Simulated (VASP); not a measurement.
# WI2O2 (Immm) in VASP: single point with LDA

Aim: the single point of WI2O2 with LDA.

Everything below comes from runs of VASP 6.6.1. Logs are shortened: lines on timing, memory, paths and dates and some standing lists are left out, and cuts for length are marked.

**1. The structure**

Symmetry: Immm, No. 71, orthorhombic system. The conventional cell has a = 3.748 Å, b = 3.905 Å, c = 16.628 Å, α = 90.00°, β = 90.00°, γ = 90.00°. W (site symmetry mmm) has 4 O at 1.87 to 1.95 Å as nearest neighbours. I (site symmetry mm2) is surrounded by 1 W at 2.67 Å. O (site symmetry mmm) has 2 W at 1.95 Å as nearest neighbours. Around O (site symmetry mmm) lie 2 W at 1.87 Å.

**2. Single point, LDA**

File INCAR:

```
SYSTEM = WI2O2
ALGO = Fast
EDIFF = 1E-7
ENCUT = 520
ISIF = 2
ISMEAR = 0
LASPH = .True.
LCHARG = .False.
LREAL = .False.
LWAVE = .False.
NBANDS = 28
NELM = 100
PREC = Accurate
SIGMA = 0.1
```

File KPOINTS:

```
k-points
0
Gamma
  6 6 6
  0 0 0
```

File POSCAR:

```
WI2O2
1.0
   -1.8742000000      1.9524500000      8.3141500000
    1.8742000000     -1.9524500000      8.3141500000
    1.8742000000      1.9524500000     -8.3141500000
W I O
1 2 2
Direct
    0.0000000000      0.0000000000      0.0000000000
    0.1607200000      0.1607200000      0.0000000000
    0.8392800000      0.8392800000      0.0000000000
    0.5000000000      0.0000000000      0.5000000000
    0.0000000000      0.5000000000      0.5000000000
```

Potentials or basis: VASP PAW LDA potentials, release 64 (W_sv, I, O).

Run with:

```bash
$ cat potpaw_LDA.64/W_sv/POTCAR potpaw_LDA.64/I/POTCAR potpaw_LDA.64/O/POTCAR > POTCAR
$ mpirun -np 1 vasp_std > vasp.out
```

OUTCAR:

```text
SYSTEM = WI2O2
   EDIFF = 1E-7
   ENCUT = 520
   ISIF = 2
   ISMEAR = 0
   LASPH = .True.
   LREAL = .False.
   NELM = 100
   PREC = Accurate

 ion  position               nearest neighbor table
   1  0.000  0.000  0.000-   5 1.87   5 1.87   4 1.95   4 1.95   2 2.67   3 2.67
   2  0.161  0.161  0.000-   1 2.67
   3  0.839  0.839  0.000-   1 2.67
   4  0.500  0.000  0.500-   1 1.95   1 1.95
   5  0.000  0.500  0.500-   1 1.87   1 1.87

  LATTYP: Found a body centered orthorhombic cell.
 ALAT       =     3.7484000000
 B/A-ratio  =     1.0417511472
 C/A-ratio  =     4.4361060719

  Lattice vectors:

 A1 = (  -1.8742000000,   1.9524500000,   8.3141500000)
 A2 = (   1.8742000000,  -1.9524500000,   8.3141500000)
 A3 = (   1.8742000000,   1.9524500000,  -8.3141500000)

Analysis of symmetry for initial positions (statically):
=====================================================================
 Subroutine PRICEL returns:
 Original cell was already a primitive cell.

 Routine SETGRP: Setting up the symmetry group for a
 body centered orthorhombic supercell.

 Subroutine GETGRP returns: Found  8 space group operations
 (whereof  8 operations were pure point group operations)
 out of a pool of  8 trial point group operations.

The static configuration has the point symmetry D_2h.

Analysis of symmetry for dynamics (positions and initial velocities):
=====================================================================
 Subroutine PRICEL returns:
 Original cell was already a primitive cell.

 Routine SETGRP: Setting up the symmetry group for a
 body centered orthorhombic supercell.

 Subroutine GETGRP returns: Found  8 space group operations
 (whereof  8 operations were pure point group operations)
 out of a pool of  8 trial point group operations.

The dynamic configuration has the point symmetry D_2h.

 Subroutine INISYM returns: Found  8 space group operations
 (whereof  8 operations are pure point group operations),
 and found     1 'primitive' translations

----------------------------------------------------------------------------------------

                                     Primitive cell

  volume of cell :     121.6953

  direct lattice vectors                    reciprocal lattice vectors
    -1.874200000  1.952450000  8.314150000     0.000000000  0.256088504  0.060138439
[... 87 lines left out ...]
   LNONCOLLINEAR =      F non collinear calculations
   LSORBIT =      F    spin-orbit coupling
   LASPH  =      T    aspherical Exc in radial PAW
   ENCUT  =  520.0 eV  38.22 Ry    6.18 a.u.  16.26 16.26 16.26*2*pi/ulx,y,z
   NELM   =    100;   NELMIN=  2; NELMDL= -5     # of ELM steps
   EDIFF  = 0.1E-06   stopping-criterion for ELM
   LREAL  =      F    real-space projection
   EDIFFG = 0.1E-05   stopping-criterion for IOM
   NSW    =      0    number of steps for IOM
   IBRION =     -1    ionic relax: 0-MD 1-quasi-New 2-CG
   NFREE  =      0    steps in history (QN), initial steepest desc. (CG)
   ISIF   =      2    stress and relaxation
   ISYM   =      2    0-nonsym 1-usesym 2-fastsym
   POTIM  = 0.5000    time-step for ionic-motion
   TEBEG  =    0.0;   TEEND  =   0.0 temperature during run
   PSTRESS=    0.0 pullay stress
   NELECT =      40.0000    total number of electrons
   NUPDOWN=      -1.0000    fix difference up-down
   EMIN   =  10.00;   EMAX   =-10.00  energy-range for DOS
   EFERMI =   0.00;   METHOD = LEGACY
   ISMEAR =     0;   SIGMA  =   0.10  broadening in eV -4-tet -1-fermi 0-gaus
   EFERMI_NEDOS =   21; number of points for ismear=-14 and -15
   IALGO  =     68    algorithm
   IMIX   =      4    mixing-type and parameters
     AMIX     =   0.40;   BMIX     =  1.00
     AMIX_MAG =   1.60;   BMIX_MAG =  1.00
  volume/ion in A,a.u.               =      24.34       164.25
  Fermi-wavevector in a.u.,A,eV,Ry     =   1.129805  2.135022 17.367292  1.276460
  Thomas-Fermi vector in A             =   2.266500
   LORBIT       =      0    0 simple, 1 ext, 2 COOP (PROOUT), +10 PAW based schemes
   GGA     = CA    functional components
   LHFCALC =     F    Hartree Fock is set to
   AEXX    =    0.0000 exact exchange contribution
   IVDW    =     0    specifies the selected vdW correction
   LEPSILON=     F    determine dielectric tensor
   LRPA    =     F    only Hartree local field effects (RPA)
 non-spin polarized calculation
 RMM-DIIS sequential band-by-band and
 Gauss-broadening in eV      SIGMA  =   0.10
  energy-cutoff  :      520.00
  volume of cell :      121.70
 maximum number of plane-waves:      3311
 NGX is ok and might be reduce to    70
   NGX = 33   NGY = 33   NGZ = 33

 number of electron      40.0000002 magnetization

 Free energy of the ion-electron system (eV)
  ---------------------------------------------------
  ext. energy  EPLUGINS =         0.00000000
  ---------------------------------------------------
  free energy    TOTEN  =       -35.74162935 eV

  energy without entropy =      -35.73779378  energy(sigma->0) =      -35.73971157

 E-fermi :   3.5065     XC(G=0):  -9.4317

 val. band max:        3.4844878063   @ k =   0.5000  -0.0000   0.0000
 cond. band min:       3.5492361221   @ k =   0.1667  -0.1667   0.1667
 fundamental gap:      0.0647483157
 Fermi energy:         3.5065333737

 k-point     1 :       0.0000    0.0000    0.0000
  band No.  band energies     occupation
      1     -71.7963      2.00000
      2     -36.3724      2.00000
      3     -36.2629      2.00000
      4     -36.1189      2.00000
      5     -16.1630      2.00000
      6     -15.1962      2.00000
[... 733 lines left out ...]
     27       9.8990      0.00000
     28      10.6700      0.00000

 [... further k-points ...]
[... 5 lines left out ...]
  --------------------------------------------------------------------------------------
  -------------------------------------------------------------------------------------
  Total        0.9700168     -7.3951743     -0.0952478      0.0000000      0.0000000      0.0000000
  in kB       12.7707418    -97.3610601     -1.2539831      0.0000000      0.0000000      0.0000000
  external PRESSURE =     -28.6147671 kB  Pullay stress =       0.0000000 kB

 VOLUME and BASIS-vectors are now :
 -----------------------------------------------------------------------------
  energy-cutoff  :      520.00
  volume of cell :      121.70
      direct lattice vectors                 reciprocal lattice vectors
    -1.874200000  1.952450000  8.314150000     0.000000000  0.256088504  0.060138439
     1.874200000 -1.952450000  8.314150000     0.266780493  0.000000000  0.060138439
     1.874200000  1.952450000 -8.314150000     0.266780493  0.256088504  0.000000000

 POSITION                                       TOTAL-FORCE (eV/Angst)
 -----------------------------------------------------------------------------------
      0.00000      0.00000      0.00000         0.000000      0.000000     -0.000000
      0.00000      0.00000      2.67250         0.000000     -0.000000      0.096519
      0.00000      0.00000     13.95580        -0.000000     -0.000000     -0.096519
      0.00000      1.95245      0.00000         0.000000      0.000000     -0.000000
      1.87420      0.00000      0.00000         0.000000      0.000000     -0.000000
 -----------------------------------------------------------------------------------
    total drift:                                0.000000     -0.000000     -0.000000

  FREE ENERGIE OF THE ION-ELECTRON SYSTEM (eV)
  ---------------------------------------------------
  free  energy   TOTEN  =       -35.7416293545 eV

  energy  without entropy=      -35.7377937839  energy(sigma->0) =      -35.73971157
```

OSZICAR:

```text
N       E                     dE             d eps       ncg     rms          rms(c)
DAV:   1     0.318617115710E+03    0.31862E+03   -0.18974E+04  2656   0.132E+03
DAV:   2    -0.175687566108E+02   -0.33619E+03   -0.32777E+03  3112   0.329E+02
DAV:   3    -0.419161054702E+02   -0.24347E+02   -0.24189E+02  3256   0.893E+01
DAV:   4    -0.423173987967E+02   -0.40129E+00   -0.40091E+00  3232   0.122E+01
DAV:   5    -0.423240433605E+02   -0.66446E-02   -0.66439E-02  3172   0.148E+00    0.378E+01
RMM:   6    -0.367917222813E+02    0.55323E+01   -0.27070E+01  3064   0.251E+01    0.113E+01
RMM:   7    -0.360663701702E+02    0.72535E+00   -0.30163E+00  3013   0.903E+00    0.102E+01
RMM:   8    -0.357505427896E+02    0.31583E+00   -0.58110E-01  3159   0.437E+00    0.216E+00
RMM:   9    -0.357426371386E+02    0.79057E-02   -0.11979E-01  3373   0.168E+00    0.618E-01
RMM:  10    -0.357417769124E+02    0.86023E-03   -0.13193E-02  3443   0.659E-01    0.199E-01
RMM:  11    -0.357416437729E+02    0.13314E-03   -0.24731E-03  3398   0.309E-01    0.142E-01
RMM:  12    -0.357416228723E+02    0.20901E-04   -0.57276E-04  3597   0.151E-01    0.277E-02
RMM:  13    -0.357416289722E+02   -0.60999E-05   -0.88848E-05  3625   0.530E-02    0.126E-02
RMM:  14    -0.357416294169E+02   -0.44468E-06   -0.12881E-05  3652   0.199E-02    0.570E-03
RMM:  15    -0.357416293297E+02    0.87222E-07   -0.21388E-06  3428   0.859E-03    0.190E-03
RMM:  16    -0.357416293545E+02   -0.24839E-07   -0.56243E-07  2880   0.413E-03
   1 F= -.35741629E+02 E0= -.35739712E+02  d E =-.383557E-02
```

Wall time 16 min (1 thread of Intel Xeon Platinum 8488C (Sapphire Rapids), shared host); peak memory 0.59 GiB.

Results:

| Quantity | Value |
| --- | --- |
| Free energy | -35.7416 eV |
| Pressure | -2.9 GPa |
| Largest force | 0.097 eV/Å |
| Band gap on the k mesh | none (metal or under the smearing width) |

Forces in eV/Å, atoms in the order of the input:
```
W    0.000  0.000  0.000
I    0.000  0.000  0.097
I    0.000  0.000 -0.097
O    0.000  0.000  0.000
O    0.000  0.000  0.000
```

Caveat: the k mesh is coarse (spacing up to 0.39 Å⁻¹), so the values aren't converged. The run has no spin-orbit coupling, so splittings on I, W are missing.
